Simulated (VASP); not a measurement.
# TlB (I4/mmm) in VASP: relaxation of the atoms with PBE+TS

Aim: the relaxation of the atoms of TlB with PBE+TS.

All numbers are computed with VASP 6.6.1; they aren't measurements. Logs are shortened: lines on timing, memory, paths and dates and some standing lists are left out, and cuts for length are marked.

**1. The undisturbed crystal**

The structure is tetragonal, space group I4/mmm (No. 139). Conventional cell: a = 4.275 Å, b = 4.275 Å, c = 4.686 Å, α = 90.00°, β = 90.00°, γ = 90.00°. Tl (site symmetry 4/mmm) has 2 B at 2.34 Å as nearest neighbours. B (site symmetry 4/mmm) has 2 Tl at 2.34 Å as nearest neighbours.

The cell was built by a generator and needn't be a form met in nature.

**2. Relaxation of the atoms, PBE+TS (volume scaled by 1.25)**

INCAR reads:

```
ALGO = Normal
EDIFF = 1E-6
EDIFFG = -0.02
ENCUT = 600
GGA = PE
IBRION = 2
ISIF = 2
ISMEAR = 0
IVDW = 2
LASPH = True
LCHARG = False
LREAL = False
LWAVE = False
NELM = 60
NSW = 60
PREC = Accurate
SIGMA = 0.01
```

KPOINTS reads:

```
k-points
0
Gamma
  9 9 9
```

POSCAR reads:

```
TlB
1.0
   -2.3025389437      2.3025389437      2.5237751705
    2.3025389437     -2.3025389437      2.5237751705
    2.3025389437      2.3025389437     -2.5237751705
Tl B
1 1
Cartesian
    0.0000000000      0.0000000000      2.5237751705
    0.0000000000      0.0000000000      0.0000000000
```

Potentials or basis: VASP PAW PBE potentials, release 64 (Tl_d_GW, B_GW).

Launch:

```
$ cat potpaw_PBE.64/Tl_d_GW/POTCAR potpaw_PBE.64/B_GW/POTCAR > POTCAR
$ mpirun -np 1 vasp_std > vasp.out
```

OUTCAR:

```text
EDIFF = 1E-6
   EDIFFG = -0.02
   ENCUT = 600
   GGA = PE
   IBRION = 2
   ISIF = 2
   ISMEAR = 0
   IVDW = 2
   LASPH = True
   LREAL = False
   NELM = 60
   NSW = 60
   PREC = Accurate
  IVDW =   2

 ion  position               nearest neighbor table
   1  0.500  0.500  0.000-   2 2.52   2 2.52
   2  0.000  0.000  0.000-   1 2.52   1 2.52

  LATTYP: Found a body centered tetragonal cell.
 ALAT       =     4.6050778874
 C/A-ratio  =     1.0960835982

  Lattice vectors:

 A1 = (  -2.3025389437,   2.3025389437,   2.5237751705)
 A2 = (   2.3025389437,  -2.3025389437,   2.5237751705)
 A3 = (   2.3025389437,   2.3025389437,  -2.5237751705)

Analysis of symmetry for initial positions (statically):
=====================================================================
 Subroutine PRICEL returns:
 Original cell was already a primitive cell.

 Routine SETGRP: Setting up the symmetry group for a
 body centered tetragonal supercell.

 Subroutine GETGRP returns: Found 16 space group operations
 (whereof 16 operations were pure point group operations)
 out of a pool of 16 trial point group operations.

The static configuration has the point symmetry D_4h.

Analysis of symmetry for dynamics (positions and initial velocities):
=====================================================================
 Subroutine PRICEL returns:
 Original cell was already a primitive cell.

 Routine SETGRP: Setting up the symmetry group for a
 body centered tetragonal supercell.

 Subroutine GETGRP returns: Found 16 space group operations
 (whereof 16 operations were pure point group operations)
 out of a pool of 16 trial point group operations.

The dynamic configuration has the point symmetry D_4h.

 Subroutine INISYM returns: Found 16 space group operations
 (whereof 16 operations are pure point group operations),
 and found     1 'primitive' translations

----------------------------------------------------------------------------------------

                                     Primitive cell

  volume of cell :      53.5210

  direct lattice vectors                    reciprocal lattice vectors
    -2.302538944  2.302538944  2.523775170     0.000000000  0.217151593  0.198115904
     2.302538944 -2.302538944  2.523775170     0.217151593  0.000000000  0.198115904
     2.302538944  2.302538944 -2.523775170     0.217151593  0.217151593  0.000000000

  length of vectors
     4.119807312  4.119807312  4.119807312     0.293946808  0.293946808  0.307098728

  position of ions in fractional coordinates (direct lattice)
     0.500000000  0.500000000  0.000000000
     0.000000000  0.000000000  0.000000000

  ion indices of the primitive-cell ions
   primitive index   ion index
[... 97 lines left out ...]
  Thomas-Fermi vector in A             =   2.275181
   LORBIT       =      0    0 simple, 1 ext, 2 COOP (PROOUT), +10 PAW based schemes
   GGA     = PE    functional components
   LHFCALC =     F    Hartree Fock is set to
   AEXX    =    0.0000 exact exchange contribution
   IVDW    =     2    specifies the selected vdW correction
   LEPSILON=     F    determine dielectric tensor
   LRPA    =     F    only Hartree local field effects (RPA)
 conjugate gradient relaxation of ions
 non-spin polarized calculation
 Gauss-broadening in eV      SIGMA  =   0.01
  energy-cutoff  :      600.00
  volume of cell :       53.52
 maximum number of plane-waves:      1802
 NGX is ok and might be reduce to    36
   NGX = 17   NGY = 17   NGZ = 17

 number of electron      18.0000003 magnetization

 Free energy of the ion-electron system (eV)
  ---------------------------------------------------
  ext. energy  EPLUGINS =         0.00000000
  ---------------------------------------------------
  free energy    TOTEN  =        -5.26112213 eV

  energy without entropy =       -5.26099880  energy(sigma->0) =       -5.26106047

 E-fermi :   1.2190     XC(G=0):  -8.8798

 val. band max:        1.1358611279   @ k =  -0.2222   0.4444   0.2222
 cond. band min:       1.2201005694   @ k =  -0.4444   0.3333  -0.0000
 fundamental gap:      0.0842394415
 Fermi energy:         1.2189697253

 k-point     1 :       0.0000    0.0000    0.0000
  band No.  band energies     occupation
      1    -125.3506      2.00000
      2     -10.0966      2.00000
      3      -9.9399      2.00000
      4      -9.9399      2.00000
      5      -9.9295      2.00000
      6      -9.8583      2.00000
      7      -7.7022      2.00000
      8       0.8710      2.00000
      9       1.4816      0.00000
     10       2.6947      0.00000
     11       2.6947      0.00000
     12       7.1835      0.00000
     13       7.1835      0.00000
[... 354 lines left out ...]
  band No.  band energies     occupation
      1    -125.3505      2.00000
      2     -10.2257      2.00000
      3      -9.9686      2.00000
      4      -9.8851      2.00000
      5      -9.8458      2.00000
      6      -9.7956      2.00000
      7      -5.5353      2.00000
      8      -1.4832      2.00000
      9      -1.4266      2.00000
     10       1.1053      2.00000
     11       2.1463      0.00000
     12       6.5831      0.00000
     13       7.9571      0.00000

 [... further k-points ...]

------------------------ aborting loop because EDIFF is reached ----------------------------------------

  Hirshfeld charges:
            ion         q(e)
   ------------------------------
      1     Tl       0.10979031
      2     B       -0.10979031

  Tkatchenko/Scheffler method for vdW energy calculation

  Number of pair interactions contributing to vdW energy:   29480

  Edisp (eV):   -0.67486

  FORCE on cell =-STRESS in cart. coord.  units (eV):
  Direction    XX          YY          ZZ          XY          YZ          ZX
  --------------------------------------------------------------------------------------
  -------------------------------------------------------------------------------------
  Total      -2.77942    -2.77942    -3.69010     0.00000     0.00000     0.00000
  in kB     -83.20324   -83.20324  -110.46482     0.00000     0.00000     0.00000
  external pressure =      -92.29 kB  Pullay stress =        0.00 kB

 VOLUME and BASIS-vectors are now :
 -----------------------------------------------------------------------------
  energy-cutoff  :      600.00
  volume of cell :       53.52
      direct lattice vectors                 reciprocal lattice vectors
    -2.302538944  2.302538944  2.523775170     0.000000000  0.217151593  0.198115904
     2.302538944 -2.302538944  2.523775170     0.217151593  0.000000000  0.198115904
     2.302538944  2.302538944 -2.523775170     0.217151593  0.217151593  0.000000000

 POSITION                                       TOTAL-FORCE (eV/Angst)
 -----------------------------------------------------------------------------------
      0.00000      0.00000      2.52378        -0.000000      0.000000      0.000000
      0.00000      0.00000      0.00000         0.000000     -0.000000     -0.000000
 -----------------------------------------------------------------------------------
    total drift:                                0.000000     -0.000000      0.000000

  FREE ENERGIE OF THE ION-ELECTRON SYSTEM (eV)
  ---------------------------------------------------
  free  energy   TOTEN  =        -5.9359777133 eV

  energy  without entropy=       -5.9358543851  energy(sigma->0) =       -5.93591605

 reached required accuracy - stopping structural energy minimisation
```

OSZICAR:

```text
N       E                     dE             d eps       ncg     rms          rms(c)
DAV:   1     0.107582743199E+03    0.10758E+03   -0.12146E+04  2758   0.180E+03
DAV:   2    -0.649951626953E+00   -0.10823E+03   -0.10124E+03  2434   0.396E+02
DAV:   3    -0.532784145928E+01   -0.46779E+01   -0.45525E+01  3446   0.879E+01
DAV:   4    -0.541672127273E+01   -0.88880E-01   -0.88502E-01  2225   0.857E+00
DAV:   5    -0.542108856173E+01   -0.43673E-02   -0.43670E-02  3553   0.238E+00    0.174E+00
DAV:   6    -0.527217670589E+01    0.14891E+00   -0.37567E-01  2590   0.123E+01    0.765E-01
DAV:   7    -0.526206693322E+01    0.10110E-01   -0.60537E-02  2571   0.263E+00    0.362E-01
DAV:   8    -0.526103980659E+01    0.10271E-02   -0.58985E-03  2220   0.162E+00    0.495E-02
DAV:   9    -0.526109999306E+01   -0.60186E-04   -0.44179E-04  3071   0.458E-01    0.202E-02
DAV:  10    -0.526111920045E+01   -0.19207E-04   -0.31260E-05  2090   0.622E-02    0.680E-03
DAV:  11    -0.526112225637E+01   -0.30559E-05   -0.56047E-06  2510   0.448E-02    0.187E-03
DAV:  12    -0.526112213073E+01    0.12564E-06   -0.11612E-06  1355   0.135E-02
   1 F= -.59359777E+01 E0= -.59359160E+01  d E =-.593598E+01
```

Run time: 1.8 min. Hardware: 1 thread of Intel Xeon Platinum 8375C at 2.90GHz (Ice Lake), shared host; peak memory 0.28 GiB.

What came out:

```
Free energy                : -5.9360 eV
Pressure after relaxing    : -9.2 GPa
Band gap on the k mesh     : none (metal or under the smearing width)
Hirshfeld charges          : Tl +0.11; B -0.11 e
Dispersion energy per atom : -0.337 eV
```

Stress tensor (GPa, compression positive):
```
 -8.32   0.00   0.00
  0.00  -8.32   0.00
  0.00   0.00 -11.05
```

Final structure:
```
Tl B
1.0
    -2.30254    2.30254    2.52378
     2.30254   -2.30254    2.52378
     2.30254    2.30254   -2.52378
Tl B
1 1
Cartesian
  0.0000 0.0000 2.5238
  0.0000 0.0000 0.0000
```

Caveat: the relaxation stopped at its first step, so nothing moved; atom-pairwise D2, TS and ULG terms overbind metals. Spin-orbit coupling is left out, which matters for the levels of Tl.
